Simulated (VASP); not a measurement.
Computed with SCAN meta-GGA, VASP's PBE PAW potentials (set 64) (plane waves; VASP).

VASP ran on this input.

INCAR:
```
# general
SYSTEM =MnF2
PREC   =Accurate
ENCUT  =520
LREAL  =.FALSE.   # projection in real space or not
LASPH  =.TRUE.

# electronic loop
EDIFF  =1E-7   # SCF stop (eV)
NELM   =100   # most electronic steps
ALGO   =Normal   # blocked Davidson
LMAXMIX=4   # l cut-off of mixed one-centre charges
LMIXTAU=.TRUE.

# smearing
ISMEAR =0
SIGMA  =0.05   # width (eV)

# functional
METAGGA=SCAN

# spin
ISPIN  =2   # spin-polarised
MAGMOM =4.6 -4.6 -0.0 2*0.0 -0.0

# ions
IBRION =2   # conjugate gradients
NSW    =30
ISIF   =4
EDIFFG =-0.01   # ionic stop

# output
LWAVE  =.FALSE.
LCHARG =.FALSE.
LORBIT =10
```

File POSCAR:
```
MnF2
1
    4.8999698240     0.0000000000     0.0000000000
    0.0000000000     4.8999698240     0.0000000000
    0.0000000000     0.0000000000     3.3254055197
Mn F
2 4
Direct
  0.0000000000   0.0000000000   1.0000000000
  0.5000000000   0.5000000000   0.5000000000
  0.3040987261   0.3040987261   1.0000000000
  0.8040987261   0.1959012739   0.5000000000
  0.1959012739   0.8040987261   0.5000000000
  0.6959012739   0.6959012739   0.0000000000
```

KPOINTS:
```
Automatic
0
Gamma
  5 5 7
0 0 0
```

POTCAR, in this order: Mn_pv F (PBE.64 set). Program: vasp_std.

Output of the run:

File OUTCAR:
```
 ion  position               nearest neighbor table
   1  0.000  0.000  0.000-   3 2.11   6 2.11   5 2.15   4 2.15   4 2.15   5 2.15
   2  0.500  0.500  0.500-   4 2.11   5 2.11   3 2.15   6 2.15   3 2.15   6 2.15
   3  0.304  0.304  0.000-   1 2.11   2 2.15   2 2.15
   4  0.804  0.196  0.500-   2 2.11   1 2.15   1 2.15
   5  0.196  0.804  0.500-   2 2.11   1 2.15   1 2.15
   6  0.696  0.696  0.000-   1 2.11   2 2.15   2 2.15
  LATTYP: Found a simple tetragonal cell.
 ALAT       =     4.8999698240
 C/A-ratio  =     0.6786583671
 Subroutine PRICEL returns:
 Original cell was already a primitive cell.
 Subroutine GETGRP returns: Found 16 space group operations
The static configuration has the point symmetry D_2h.
 The point group associated with its full space group is D_4h.
The dynamic configuration has the point symmetry D_2h.
The overall configuration has the point symmetry D_2h.
 Subroutine INISYM returns: Found 16 space group operations
 Subroutine IBZKPT returns following result:
 Found     24 irreducible k-points:

 Following reciprocal coordinates:
            Coordinates               Weight
  0.000000  0.000000  0.000000      1.000000
  0.200000  0.000000  0.000000      4.000000
...
```

File OSZICAR:
```
       N       E                     dE             d eps       ncg     rms          rms(c)
DAV:   1     0.696977202920E+03    0.69698E+03   -0.31888E+04  3184   0.194E+03
DAV:   2    -0.778182900746E+01   -0.70476E+03   -0.68395E+03  3424   0.563E+02
DAV:   3    -0.823395575918E+02   -0.74558E+02   -0.73658E+02  3568   0.190E+02
DAV:   4    -0.843551219172E+02   -0.20156E+01   -0.19954E+01  3672   0.315E+01
DAV:   5    -0.843877506052E+02   -0.32629E-01   -0.32623E-01  3368   0.459E+00    0.186E+01
DAV:   6    -0.711138936578E+02    0.13274E+02   -0.20451E+01  3904   0.397E+01    0.168E+01
DAV:   7    -0.669488511332E+02    0.41650E+01   -0.43429E+00  3456   0.179E+01    0.119E+01
DAV:   8    -0.719597958318E+02   -0.50109E+01   -0.23744E+00  3416   0.144E+01    0.461E+00
DAV:   9    -0.670796205873E+02    0.48802E+01   -0.15084E+00  3384   0.872E+00    0.335E+00
DAV:  10    -0.679179354421E+02   -0.83831E+00   -0.57929E-01  3264   0.516E+00    0.423E-01
DAV:  11    -0.679692829575E+02   -0.51348E-01   -0.36337E-02  3160   0.174E+00    0.140E-01
DAV:  12    -0.679640658460E+02    0.52171E-02   -0.38718E-03  3688   0.601E-01    0.963E-02
DAV:  13    -0.679705227677E+02   -0.64569E-02   -0.33596E-03  3104   0.565E-01    0.568E-02
DAV:  14    -0.679708657965E+02   -0.34303E-03   -0.59978E-04  3200   0.249E-01    0.193E-02
DAV:  15    -0.679710103376E+02   -0.14454E-03   -0.13256E-04  3264   0.118E-01    0.945E-03
DAV:  16    -0.679710089790E+02    0.13586E-05   -0.71749E-06  3664   0.266E-02    0.356E-03
DAV:  17    -0.679710181132E+02   -0.91343E-05   -0.10820E-06  3224   0.112E-02    0.175E-03
DAV:  18    -0.679710124199E+02    0.56933E-05   -0.32612E-07  3472   0.573E-03    0.276E-04
DAV:  19    -0.679710121376E+02    0.28234E-06   -0.47040E-08  2168   0.194E-03    0.212E-04
DAV:  20    -0.679710119873E+02    0.15022E-06   -0.53645E-09  1880   0.699E-04    0.930E-05
DAV:  21    -0.679710120242E+02   -0.36819E-07   -0.14412E-09  1752   0.420E-04
   1 F= -.67971012E+02 E0= -.67971012E+02  d E =-.679710E+02  mag=     0.0000
       N       E                     dE             d eps       ncg     rms          rms(c)
DAV:   1    -0.679731827132E+02   -0.21707E-02   -0.17424E-01  3136   0.330E+00    0.357E-01
DAV:   2    -0.679717082713E+02    0.14744E-02   -0.46617E-03  3272   0.583E-01    0.219E-01
DAV:   3    -0.679717047230E+02    0.35483E-05   -0.15190E-03  3592   0.380E-01    0.117E-01
DAV:   4    -0.679717118094E+02   -0.70864E-05   -0.28154E-04  3512   0.160E-01    0.409E-02
DAV:   5    -0.679717487763E+02   -0.36967E-04   -0.14966E-05  3248   0.387E-02    0.260E-02
DAV:   6    -0.679717256032E+02    0.23173E-04   -0.80654E-06  3640   0.266E-02    0.966E-03
DAV:   7    -0.679717462909E+02   -0.20688E-04   -0.22102E-06  3200   0.155E-02    0.171E-03
DAV:   8    -0.679717467136E+02   -0.42270E-06   -0.10757E-07  2464   0.328E-03    0.877E-04
DAV:   9    -0.679717471906E+02   -0.47708E-06   -0.18070E-08  1800   0.120E-03    0.360E-04
DAV:  10    -0.679717474582E+02   -0.26756E-06   -0.62852E-09  1792   0.645E-04    0.162E-04
DAV:  11    -0.679717474052E+02    0.53023E-07   -0.13665E-09  1696   0.319E-04
   2 F= -.67971747E+02 E0= -.67971747E+02  d E =-.735381E-03  mag=     0.0000
       N       E                     dE             d eps       ncg     rms          rms(c)
DAV:   1    -0.679830378652E+02   -0.11290E-01   -0.12834E+00  3136   0.895E+00    0.970E-01
DAV:   2    -0.679724164273E+02    0.10621E-01   -0.34099E-02  3328   0.157E+00    0.596E-01
DAV:   3    -0.679717534011E+02    0.66303E-03   -0.10263E-02  3528   0.978E-01    0.318E-01
DAV:   4    -0.679720945563E+02   -0.34116E-03   -0.22268E-03  3448   0.450E-01    0.110E-01
DAV:   5    -0.679722397247E+02   -0.14517E-03   -0.11416E-04  3312   0.106E-01    0.707E-02
DAV:   6    -0.679721796542E+02    0.60071E-04   -0.52881E-05  3624   0.688E-02    0.256E-02
DAV:   7    -0.679722453479E+02   -0.65694E-04   -0.15283E-05  3240   0.410E-02    0.443E-03
DAV:   8    -0.679722468852E+02   -0.15373E-05   -0.98754E-07  3504   0.968E-03    0.249E-03
DAV:   9    -0.679722487710E+02   -0.18858E-05   -0.93692E-08  2208   0.305E-03    0.803E-04
DAV:  10    -0.679722497555E+02   -0.98453E-06   -0.53344E-08  1848   0.186E-03    0.314E-04
DAV:  11    -0.679722496007E+02    0.15480E-06   -0.98909E-09  1712   0.805E-04    0.169E-04
DAV:  12    -0.679722496993E+02   -0.98577E-07   -0.22079E-09  1696   0.358E-04
   3 F= -.67972250E+02 E0= -.67972250E+02  d E =-.123768E-02  mag=    -0.0000
       N       E                     dE             d eps       ncg     rms          rms(c)
DAV:   1    -0.679737684432E+02   -0.15188E-02   -0.15894E-01  3104   0.315E+00    0.341E-01
DAV:   2    -0.679725229666E+02    0.12455E-02   -0.43095E-03  3296   0.557E-01    0.209E-01
DAV:   3    -0.679723222638E+02    0.20070E-03   -0.13633E-03  3520   0.358E-01    0.110E-01
DAV:   4    -0.679723983245E+02   -0.76061E-04   -0.26013E-04  3392   0.154E-01    0.373E-02
DAV:   5    -0.679723705385E+02    0.27786E-04   -0.13998E-05  3432   0.371E-02    0.247E-02
DAV:   6    -0.679723908834E+02   -0.20345E-04   -0.58766E-06  3632   0.228E-02    0.922E-03
DAV:   7    -0.679723726139E+02    0.18270E-04   -0.15871E-06  3144   0.130E-02    0.141E-03
DAV:   8    -0.679723726565E+02   -0.42623E-07   -0.12713E-07  2376   0.352E-03
   4 F= -.67972373E+02 E0= -.67972373E+02  d E =-.136063E-02  mag=     0.0000
       N       E                     dE             d eps       ncg     rms          rms(c)
DAV:   1    -0.679723971855E+02   -0.24572E-04   -0.25850E-03  3104   0.402E-01    0.435E-02
DAV:   2    -0.679723797678E+02    0.17418E-04   -0.69923E-05  3304   0.709E-02    0.266E-02
DAV:   3    -0.679723772639E+02    0.25039E-05   -0.21643E-05  3488   0.452E-02    0.140E-02
DAV:   4    -0.679723715415E+02    0.57224E-05   -0.43149E-06  3448   0.198E-02    0.477E-03
DAV:   5    -0.679723761146E+02   -0.45730E-05   -0.21460E-07  2752   0.471E-03    0.314E-03
DAV:   6    -0.679723733990E+02    0.27156E-05   -0.98188E-08  2048   0.304E-03    0.114E-03
DAV:   7    -0.679723761181E+02   -0.27191E-05   -0.33528E-08  1840   0.185E-03    0.214E-04
DAV:   8    -0.679723761067E+02    0.11422E-07   -0.52759E-09  1600   0.620E-04
   5 F= -.67972376E+02 E0= -.67972376E+02  d E =-.136408E-02  mag=     0.0000
       N       E                     dE             d eps       ncg     rms          rms(c)
DAV:   1    -0.679724067025E+02   -0.30584E-04   -0.21786E-02  3072   0.108E+00    0.602E-02
DAV:   2    -0.679724062314E+02    0.47107E-06   -0.65683E-04  3072   0.186E-01    0.367E-02
DAV:   3    -0.679724143090E+02   -0.80776E-05   -0.76262E-05  3104   0.887E-02    0.191E-02
DAV:   4    -0.679724039809E+02    0.10328E-04   -0.23886E-05  3072   0.512E-02    0.712E-03
DAV:   5    -0.679724104820E+02   -0.65011E-05   -0.33378E-06  3200   0.196E-02    0.414E-03
DAV:   6    -0.679724077616E+02    0.27204E-05   -0.32817E-07  3512   0.520E-03    0.260E-03
DAV:   7    -0.679724101431E+02   -0.23815E-05   -0.93990E-08  2032   0.325E-03    0.539E-04
DAV:   8    -0.679724109537E+02   -0.81051E-06   -0.24733E-08  1616   0.138E-03    0.193E-04
DAV:   9    -0.679724108440E+02    0.10960E-06   -0.42521E-09  1584   0.657E-04    0.697E-05
DAV:  10    -0.679724108082E+02    0.35890E-07   -0.45929E-10  1544   0.179E-04
   6 F= -.67972411E+02 E0= -.67972411E+02  d E =-.347015E-04  mag=    -0.0000
```

File OUTCAR:
```
------------------------ aborting loop because EDIFF is reached ----------------------------------------
  FORCE on cell =-STRESS in cart. coord.  units (eV):
  Direction    XX          YY          ZZ          XY          YZ          ZX
  --------------------------------------------------------------------------------------
  Total       -1.2979346     -1.2979346     -1.3055134      0.0000000      0.0000000      0.0000000
  in kB      -26.0454565    -26.0454565    -26.1975387      0.0000000      0.0000000      0.0000000
  external PRESSURE =     -26.0961505 kB  Pullay stress =       0.0000000 kB
  volume of cell :       79.84
      direct lattice vectors                 reciprocal lattice vectors
     4.914839683  0.000000000  0.000000000     0.203465436  0.000000000  0.000000000
    -0.000000000  4.914839683  0.000000000    -0.000000000  0.203465436  0.000000000
     0.000000000  0.000000000  3.305313915     0.000000000  0.000000000  0.302543125
 POSITION                                       TOTAL-FORCE (eV/Angst)
 -----------------------------------------------------------------------------------
      0.00000      0.00000      0.00000        -0.000000     -0.000000      0.000000
      2.45742      2.45742      1.65266        -0.000000     -0.000000      0.000000
      1.49648      1.49648      0.00000        -0.005536     -0.005536     -0.000000
      3.95390      0.96094      1.65266        -0.005536      0.005536      0.000000
      0.96094      3.95390      1.65266         0.005536     -0.005536     -0.000000
      3.41836      3.41836      0.00000         0.005536      0.005536      0.000000
 -----------------------------------------------------------------------------------
    total drift:                                0.000000      0.000000      0.000000
  FREE ENERGIE OF THE ION-ELECTRON SYSTEM (eV)
  ---------------------------------------------------
  free  energy   TOTEN  =       -67.9724108082 eV

  energy  without entropy=      -67.9724108082  energy(sigma->0) =      -67.97241081

 total charge

# of ion       s       p       d       tot
------------------------------------------
    1        0.160   6.130   4.938  11.228
    2        0.160   6.130   4.938  11.228
    3        1.741   4.392   0.000   6.134
    4        1.741   4.392   0.000   6.134
    5        1.741   4.392   0.000   6.134
    6        1.741   4.392   0.000   6.134
--------------------------------------------------
tot          7.284  29.831   9.876  46.991

 magnetization (x)

# of ion       s       p       d       tot
------------------------------------------
    1        0.013   0.014   4.577   4.604
    2       -0.013  -0.014  -4.577  -4.604
    3       -0.003  -0.023   0.000  -0.026
    4        0.003   0.023   0.000   0.026
    5        0.003   0.023   0.000   0.026
    6       -0.003  -0.023   0.000  -0.026
--------------------------------------------------
tot          0.000   0.000   0.000   0.000

 reached required accuracy - stopping structural energy minimisation
```
(Selected blocks of OUTCAR.)

### CONTCAR
```
MnF2
   1.00000000000000
     4.9148396832909560    0.0000000000000000    0.0000000000000000
    -0.0000000000000000    4.9148396832909560    0.0000000000000000
     0.0000000000000000    0.0000000000000000    3.3053139145404540
  Mn              F
     2     4
Direct
     0.0000000000000000    0.0000000000000000    0.0000000000000000
     0.5000000000000000    0.5000000000000000    0.5000000000000000
     0.3044818153039756    0.3044818153039756    0.0000000000000000
     0.8044818153039754    0.1955181846960244    0.5000000000000000
     0.1955181846960244    0.8044818153039754    0.5000000000000000
     0.6955181846960246    0.6955181846960246    0.0000000000000000
```

The compound is MnF2 in the rutile structure. This cell is one point of a volume scan, at 1.03 of the reference volume. Symmetry was kept, so distortions that lower it aren't found.
